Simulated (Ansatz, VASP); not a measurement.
# SrTiO3 (Tausonite): VASP beside Ansatz, part 2 of 2

One calculation is typed for both programs; each brings its own data sets and cutoff. How far apart do they land?

VASP 6.6.1 and Ansatz 0.2.0.

So far: Set-up; Ansatz: band structure, HSE03.

## 3. VASP: band structure, HSE03

Level of this step: HSE03, no spin polarisation; plane waves and PAW (Sr_sv, Ti_sv, O) (VASP).

The same cell, functional, mesh and smearing now go to VASP, with its own data sets and cutoff.

Lines of VASP's logs that name or quote its potential files are left out, and so is its time.

The run reads the wave functions of an earlier VASP run, which isn't shown here.

File INCAR:

```
SYSTEM = SrTiO3
PREC = Accurate
ENCUT = 520
EDIFF = 1E-06
NELM = 100
ISMEAR = 0
SIGMA = 0.02
LREAL = .FALSE.
ALGO = Normal
LHFCALC = .TRUE.
AEXX = 0.25
GGA = PE
HFSCREEN = 0.3
LASPH = .TRUE.
NBANDS = 26
PRECFOCK = Fast
LORBIT = 11
LWAVE = .FALSE.
LCHARG = .FALSE.
KPAR = 8
```

File POSCAR:

```
SrTiO3
1.0
    3.9052800000      0.0000000000      0.0000000000
    0.0000000000      3.9052800000      0.0000000000
    0.0000000000      0.0000000000      3.9052800000
Sr Ti O
1 1 3
Direct
    0.5000000000      0.5000000000      0.5000000000
    0.0000000000      0.0000000000      0.0000000000
    0.5000000000      0.0000000000      0.0000000000
    0.0000000000      0.5000000000      0.0000000000
    0.0000000000      0.0000000000      0.5000000000
```

File KPOINTS:

```
Automatic mesh
0
Gamma
4 4 4
0 0 0
```

File KPOINTS_OPT:

```
Line mode
6
Line-mode
Reciprocal
  0.00000000   0.00000000   0.00000000 GAMMA
  0.00000000   0.50000000   0.00000000 X

  0.00000000   0.50000000   0.00000000 X
  0.50000000   0.50000000   0.00000000 M

  0.50000000   0.50000000   0.00000000 M
  0.00000000   0.00000000   0.00000000 GAMMA

  0.00000000   0.00000000   0.00000000 GAMMA
  0.50000000   0.50000000   0.50000000 R

  0.50000000   0.50000000   0.50000000 R
  0.00000000   0.50000000   0.00000000 X

  0.50000000   0.50000000   0.00000000 M
  0.50000000   0.50000000   0.50000000 R
```

Potentials, in the order of the species: Sr_sv, Ti_sv and O (PBE family, release 64).

Started as:

```sh
mpirun -np 8 vasp_std
```

Numbers of over 12 decimals in the logs are rounded to 6 here.

Log:

```text
[banner, memory and clock lines left out]
running    8 mpi-ranks, on    1 nodes
 distrk:  each k-point on    1 cores,    8 groups
 distr:  one band on    1 cores,    1 groups

 POSCAR found type information on POSCAR SrTiO
 POSCAR found :  3 types and       5 ions
|                                                                             |
|           W    W    AA    RRRRR   N    N  II  N    N   GGGG   !!!           |
|           W    W   A  A   R    R  NN   N  II  NN   N  G    G  !!!           |
|           W    W  A    A  R    R  N N  N  II  N N  N  G       !!!           |
|           W WW W  AAAAAA  RRRRR   N  N N  II  N  N N  G  GGG   !            |
|           WW  WW  A    A  R   R   N   NN  II  N   NN  G    G                |
|           W    W  A    A  R    R  N    N  II  N    N   GGGG   !!!           |
|                                                                             |
|     For optimal performance we recommend to set                             |
|       NCORE = 2 up to number-of-cores-per-socket                            |
|     NCORE specifies how many cores store one orbital (NPAR=cpu/NCORE).      |
|     This setting can greatly improve the performance of VASP for DFT.       |
|     The default, NCORE=1 might be grossly inefficient on modern             |
|     multi-core architectures or massively parallel machines. Do your        |
|     Unfortunately you need to use the default for GW and RPA                |
|     calculations (for HF NCORE is supported but not extensively tested      |
|     yet).                                                                   |
|                                                                             |

 LDA part: xc-table for (Slater+PW92), standard interpolation
 found WAVECAR, reading the header
 POSCAR, INCAR and KPOINTS ok, starting setup
 FFT: planning ... GRIDC
 FFT: planning ... GRID_SOFT
 FFT: planning ... GRID
 reading WAVECAR
 the WAVECAR file was read successfully
 initial charge from wavefunction
 entering main loop
       N       E                     dE             d eps       ncg     rms          rms(c)
DAV:   1    -0.476991296525E+02   -0.47699E+02   -0.16210E+00   590   0.126E+01    0.374E+00
DAV:   2    -0.475334627846E+02    0.16567E+00   -0.42946E-01   578   0.993E+00    0.140E+00
DAV:   3    -0.475519863833E+02   -0.18524E-01   -0.58021E-02   718   0.176E+00    0.102E+00
DAV:   4    -0.475480573043E+02    0.39291E-02   -0.17646E-02   634   0.138E+00    0.624E-01
DAV:   5    -0.475485583545E+02   -0.50105E-03   -0.15785E-03   608   0.281E-01    0.372E-01
DAV:   6    -0.475484107344E+02    0.14762E-03   -0.46250E-04   726   0.206E-01    0.199E-01
DAV:   7    -0.475484222291E+02   -0.11495E-04   -0.11325E-04   626   0.101E-01    0.117E-01
DAV:   8    -0.475484252667E+02   -0.30375E-05   -0.31022E-05   736   0.606E-02    0.683E-02
DAV:   9    -0.475484287878E+02   -0.35211E-05   -0.54471E-06   598   0.206E-02    0.394E-02
DAV:  10    -0.475484306757E+02   -0.18879E-05   -0.24196E-06   504   0.118E-02    0.232E-02
DAV:  11    -0.475484317875E+02   -0.11118E-05   -0.72479E-07   310   0.741E-03    0.138E-02
DAV:  12    -0.475484323339E+02   -0.54639E-06   -0.48038E-07   310   0.543E-03
   1 F= -.47548432E+02 E0= -.47548432E+02  d E =-.428019E-64
 Start KPOINTS_OPT (optional k-point list driver)
k-point batch [1-10\36]
       N       E                     dE             ncg
DAV:   1    -0.130730756033E+03   -0.67343E+04      520
DAV:   2    -0.444991331126E+04   -0.43192E+04      546
DAV:   3    -0.507351174985E+04   -0.62360E+03      710
DAV:   4    -0.513269161139E+04   -0.59180E+02      700
DAV:   5    -0.513463328733E+04   -0.19417E+01      780
DAV:   6    -0.513469918422E+04   -0.65897E-01      734
DAV:   7    -0.513470104066E+04   -0.18564E-02      776
DAV:   8    -0.513470110619E+04   -0.65532E-04      736
DAV:   9    -0.513470110874E+04   -0.25564E-05      552
DAV:  10    -0.513470110888E+04   -0.13530E-06      422
[...]
k-point batch [31-36\36]
       N       E                     dE             ncg
DAV:   1     0.432592102497E+04   -0.93548E+04      312
DAV:   2     0.179251568869E+04   -0.25334E+04      328
DAV:   3     0.143109265351E+04   -0.36142E+03      432
DAV:   4     0.139838524449E+04   -0.32707E+02      446
DAV:   5     0.139744101293E+04   -0.94423E+00      472
DAV:   6     0.139741514880E+04   -0.25864E-01      428
DAV:   7     0.139741431346E+04   -0.83533E-03      450
DAV:   8     0.139741428512E+04   -0.28344E-04      424
DAV:   9     0.139741428400E+04   -0.11242E-05      318
DAV:  10     0.139741428394E+04   -0.54936E-07      270
```

OUTCAR, selected parts (step 3):

```text
ion  position               nearest neighbor table
   1  0.500  0.500  0.500-   3 2.76   4 2.76   5 2.76   3 2.76   4 2.76   3 2.76   5 2.76   3 2.76
                             4 2.76   5 2.76   4 2.76   5 2.76   2 3.38   2 3.38   2 3.38   2 3.38
   2  0.000  0.000  0.000-   3 1.95   4 1.95   5 1.95   5 1.95   4 1.95   3 1.95   1 3.38   1 3.38
                             1 3.38   1 3.38   1 3.38   1 3.38   1 3.38   1 3.38
   3  0.500  0.000  0.000-   2 1.95   2 1.95   1 2.76   1 2.76   1 2.76   1 2.76
   4  0.000  0.500  0.000-   2 1.95   2 1.95   1 2.76   1 2.76   1 2.76   1 2.76
   5  0.000  0.000  0.500-   2 1.95   2 1.95   1 2.76   1 2.76   1 2.76   1 2.76

  LATTYP: Found a simple cubic cell.
 ALAT       =     3.9052800000

 Subroutine GETGRP returns: Found 48 space group operations
 (whereof 48 operations were pure point group operations)

The static configuration has the point symmetry O_h .

 Found     10 irreducible k-points:

   k-points           NKPTS =     10   k-points in BZ     NKDIM =     64   number of bands    NBANDS=     26

   dimension x,y,z NGX =    30 NGY =   30 NGZ =   30
   dimension x,y,z NGXF=    60 NGYF=   60 NGZF=   60

   ENCUT  =  520.0 eV  38.22 Ry    6.18 a.u.   7.26  7.26  7.26*2*pi/ulx,y,z

   NELECT =      40.0000    total number of electrons

 k-points in reciprocal lattice and weights: Automatic mesh
   0.00000000  0.00000000  0.00000000       0.016
   0.25000000  0.00000000  0.00000000       0.094
   0.50000000  0.00000000  0.00000000       0.047
   0.25000000  0.25000000  0.00000000       0.188
   0.50000000  0.25000000  0.00000000       0.188
   0.50000000  0.50000000  0.00000000       0.047
   0.25000000  0.25000000  0.25000000       0.125
   0.50000000  0.25000000  0.25000000       0.188
   0.50000000  0.50000000  0.25000000       0.094
   0.50000000  0.50000000  0.50000000       0.016

  exchange ACFDT corr.  =         0.00000000  see jH, gK, PRB 81, 115126

 average (electrostatic) potential at core
       1 -30.3504       2 -71.8973       3 -63.3923       4 -63.3923       5 -63.3923

 E-fermi :   3.5272

 k-point     1 :       0.0000    0.0000    0.0000
  band No.  band energies     occupation
    ...
     16       2.0234      2.00000
     17       2.0234      2.00000
     18       2.8959      2.00000
     19       2.8959      2.00000
     20       2.8959      2.00000
     21       6.3337      0.00000
     22       6.3337      0.00000
     23       6.3337      0.00000
     24       8.7475      0.00000
     25       8.7475      0.00000
    ...

 k-point     2 :       0.2500    0.0000    0.0000
  band No.  band energies     occupation
    ...
     16       1.3879      2.00000
     17       1.5113      2.00000
     18       1.5925      2.00000
     19       2.6363      2.00000
     20       2.6363      2.00000
     21       6.4249      0.00000
     22       7.4477      0.00000
     23       7.4477      0.00000
     24       8.7590      0.00000
     25      10.1624      0.00000
    ...

 k-point     3 :       0.5000    0.0000    0.0000
  band No.  band energies     occupation
    ...
     16       0.8020      2.00000
     17       0.8020      2.00000
     18       1.2182      2.00000
     19       2.4819      2.00000
     20       2.4819      2.00000
     21       6.5210      0.00000
     22       8.4209      0.00000
     23       8.4209      0.00000
     24       8.7661      0.00000
     25      11.1571      0.00000
    ...

  energy-cutoff  :      520.00
  volume of cell :       59.56
      direct lattice vectors                 reciprocal lattice vectors
     3.905280000  0.000000000  0.000000000     0.256063586  0.000000000  0.000000000
     0.000000000  3.905280000  0.000000000     0.000000000  0.256063586  0.000000000
     0.000000000  0.000000000  3.905280000     0.000000000  0.000000000  0.256063586

 POSITION                                       TOTAL-FORCE (eV/Angst)
 -----------------------------------------------------------------------------------
      1.95264      1.95264      1.95264         0.000000      0.000000      0.000000
      0.00000      0.00000      0.00000         0.000000      0.000000      0.000000
      1.95264      0.00000      0.00000         0.000000      0.000000      0.000000
      0.00000      1.95264      0.00000         0.000000      0.000000      0.000000
      0.00000      0.00000      1.95264         0.000000      0.000000      0.000000
 -----------------------------------------------------------------------------------
    total drift:                                0.000006      0.000000     -0.000006

  FREE ENERGIE OF THE ION-ELECTRON SYSTEM (eV)
  ---------------------------------------------------
  free  energy   TOTEN  =       -47.5484323339 eV

  energy  without entropy=      -47.5484323339  energy(sigma->0) =      -47.54843233

 total charge
# of ion       s       p       d       tot
------------------------------------------
    1        1.997   5.843   0.176   8.016
    2        2.234   6.337   1.620  10.190
    3        1.567   3.531   0.000   5.098
    4        1.567   3.531   0.000   5.098
    5        1.567   3.531   0.000   5.098
--------------------------------------------------
tot          8.932  22.773   1.796  33.501

[... 3 further parts left out ...]
```

## 4. Side by side

Known differences besides the potentials themselves: exact exchange at q = 0 is treated differently, which shows on coarse meshes; VASP keeps PBE cores, Ansatz makes them for the functional; the cutoff is 420 eV in Ansatz and 520 eV in VASP; VASP takes a coarser grid for exact exchange (PRECFOCK = Fast). Total energies have different zeros and are not compared.

Compared:

| quantity | Ansatz | VASP | difference |
| --- | --- | --- | --- |
| gap over the path points (eV) | 3.079 | 3.044 | +0.035 |

Levels at points of the path, from each program's valence-band top (eV; 4 filled, then empty):

| k (reciprocal lattice) | Ansatz | VASP |
| --- | --- | --- |
| 0.000 0.000 0.000 | -1.27 -0.39 -0.39 -0.39 3.08 3.08 3.08 | -1.27 -0.39 -0.39 -0.39 3.04 3.04 3.04 |
| 0.000 0.300 0.000 | -2.08 -1.81 -0.70 -0.70 3.20 4.50 4.50 | -2.08 -1.82 -0.71 -0.71 3.16 4.47 4.47 |
| 0.000 0.500 0.000 | -2.48 -2.06 -0.80 -0.80 3.26 5.16 5.16 | -2.49 -2.07 -0.81 -0.81 3.23 5.13 5.13 |
| 0.300 0.500 0.000 | -1.90 -1.64 -1.60 -0.45 4.56 5.17 5.44 | -1.91 -1.65 -1.61 -0.46 4.53 5.14 5.40 |
| 0.500 0.500 0.000 | -1.95 -1.69 -1.69 -0.09 5.18 5.18 5.74 | -1.96 -1.70 -1.70 -0.09 5.15 5.15 5.71 |
| 0.200 0.200 0.000 | -1.59 -1.33 -0.91 -0.90 3.83 3.98 4.26 | -1.60 -1.33 -0.92 -0.90 3.80 3.94 4.23 |
| 0.100 0.100 0.100 | -1.16 -1.05 -0.69 -0.69 3.46 3.53 3.53 | -1.16 -1.06 -0.70 -0.70 3.43 3.50 3.50 |
| 0.400 0.400 0.400 | -3.88 -0.29 -0.29 -0.14 5.71 5.75 5.75 | -3.90 -0.29 -0.29 -0.14 5.68 5.71 5.71 |
| 0.500 0.500 0.500 | -3.99 0.00 0.00 0.00 5.97 5.97 5.97 | -4.01 0.00 0.00 0.00 5.94 5.94 5.94 |
| 0.400 0.500 0.400 | -3.87 -0.24 -0.18 -0.08 5.76 5.83 5.86 | -3.89 -0.24 -0.19 -0.08 5.72 5.80 5.82 |

Among the levels compared at these points, filled levels agree within 20 meV and empty ones within 38 meV.

## 5. Summary of results

```
difference in gap over the path points (band structure, HSE03) : 0.035 eV
```

**Reading.** The difference in gap over the path points is 0.035 eV (band structure, HSE03), within the 0.08 eV picked in this series as the mark of a large difference. How closely two codes agree says nothing of how well the functional describes the real material.

[Lines on the potential files, build, host, timing and source positions are cut from VASP's logs without a mark.]

[Logs are printed without paths, hosts, clocks, repeated set-up lines and the standing remarks that a program may print on its own settings, such as how far it seeks lower states.]

[Hosts, paths, dates, database ids (printed as entryN), source tags and the programs' standing remarks are cut or masked in the printed files.]
